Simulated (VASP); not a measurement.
Given:

```yaml
crystal:
  lattice:
    - [2.06643, -2.02518, 0.12287]
    - [2.06643, 2.02518, 0.12287]
    - [-0.47952, 0.00000, 5.08268]
  atoms:
    - { symbol: Cu, position: [0.00000, 0.50000, 0.00000] }
    - { symbol: Cu, position: [0.50000, 0.00000, 0.50000] }
    - { symbol: O, position: [0.51000, 0.49000, 0.25000] }
    - { symbol: O, position: [0.49000, 0.51000, 0.75000] }
```

Method: PBEsol GGA, VASP's PBE PAW potentials (set 64) (plane waves; VASP). Settings: 520 eV cut-off, Gaussian smearing of 0.050 eV, potentials Cu O.

### Question
Give the energies of bands 7 to 20 at the high-symmetry points, in eV from the Fermi level.

### Answer

```json
[
 {"band": "7", "Γ": "-3.60", "C": "-5.02", "Y2": "-4.66", "M2": "-5.68", "D": "-5.32", "A": "-4.07", "V2": "-4.52"},
 {"band": "8", "Γ": "-3.60", "C": "-4.29", "Y2": "-4.57", "M2": "-5.68", "D": "-5.32", "A": "-4.07", "V2": "-4.21"},
 {"band": "9", "Γ": "-3.47", "C": "-3.06", "Y2": "-3.43", "M2": "-3.05", "D": "-2.93", "A": "-3.55", "V2": "-3.29"},
 {"band": "10", "Γ": "-3.14", "C": "-2.74", "Y2": "-2.81", "M2": "-3.05", "D": "-2.93", "A": "-3.55", "V2": "-2.72"},
 {"band": "11", "Γ": "-2.65", "C": "-2.73", "Y2": "-2.77", "M2": "-2.43", "D": "-2.52", "A": "-2.43", "V2": "-2.68"},
 {"band": "12", "Γ": "-2.52", "C": "-2.54", "Y2": "-2.50", "M2": "-2.43", "D": "-2.52", "A": "-2.43", "V2": "-2.53"},
 {"band": "13", "Γ": "-2.51", "C": "-2.41", "Y2": "-2.44", "M2": "-2.01", "D": "-2.10", "A": "-2.38", "V2": "-2.35"},
 {"band": "14", "Γ": "-2.47", "C": "-2.21", "Y2": "-2.43", "M2": "-2.01", "D": "-2.10", "A": "-2.38", "V2": "-1.97"},
 {"band": "15", "Γ": "-2.38", "C": "-1.81", "Y2": "-1.66", "M2": "-1.46", "D": "-1.75", "A": "-1.61", "V2": "-1.64"},
 {"band": "16", "Γ": "-1.99", "C": "-1.41", "Y2": "-1.24", "M2": "-1.46", "D": "-1.75", "A": "-1.61", "V2": "-1.56"},
 {"band": "17", "Γ": "0.66", "C": "-1.40", "Y2": "-1.22", "M2": "-0.52", "D": "-0.46", "A": "0.09", "V2": "0.22"},
 {"band": "18", "Γ": "0.71", "C": "1.01", "Y2": "1.17", "M2": "-0.52", "D": "-0.46", "A": "0.09", "V2": "0.46"},
 {"band": "19", "Γ": "1.45", "C": "3.06", "Y2": "1.91", "M2": "3.85", "D": "4.42", "A": "3.51", "V2": "3.53"},
 {"band": "20", "Γ": "5.99", "C": "5.99", "Y2": "7.15", "M2": "3.85", "D": "4.42", "A": "3.51", "V2": "5.95"}
]
```

It has no gap at this level: it comes out as a metal or semimetal.

The structure was generated: CuO was put into the tenorite type (C2/c), which need not be its known phase. It was relaxed first, which changed the volume by +6 %.
